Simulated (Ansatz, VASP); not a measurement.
## One calculation of Be2Hg, two programs

```xyz
3
Lattice="-1.6417 1.6417 3.5063 1.6417 -1.6417 3.5063 1.6417 1.6417 -3.5063" Properties=species:S:1:pos:R:3 pbc="T T T"
Be    0.0000    0.0000    2.3436
Be    0.0000    0.0000    4.6689
Hg    0.0000    0.0000    0.0000
```

The cell comes from a database or a generator and needn't be the stable form of this composition.

Alike in both runs: task single point; functional PBE; k mesh 8 × 8 × 8; occupations gaussian, width 0.1 eV; no spin polarisation.

|  | VASP | Ansatz |
| --- | --- | --- |
| version | VASP 6.6.1 | Ansatz 0.2.0 |
| potentials or method | VASP PAW PBE potentials, release 64 (Be, Hg) | scalar-relativistic, plane waves, PAW |
| plane-wave cutoff (eV) | 520 | 420 |
| valence electrons in the cell | 16 | 24 |

VASP gave:

```
gap on the k mesh at the Fermi level (eV)       : none
pressure (GPa)                                  : 7.0
largest component of the traceless stress (GPa) : 9.56
rms of the force components (eV/Å)              : 0.115
```

Task: What did Ansatz give for the same quantities?

Result: gap on the k mesh at the Fermi level (eV): none; pressure (GPa): 6.6; largest component of the traceless stress (GPa): 9.44; rms of the force components (eV/Å): 0.115.

Atom by atom the forces differ by 0.000 eV/Å (rms over components). A gap of «none» marks a metal or a gap that the smearing closes. The two sets of potentials don't hold the same shells in valence.

Spin-orbit coupling is left out, which matters for the levels of Hg.
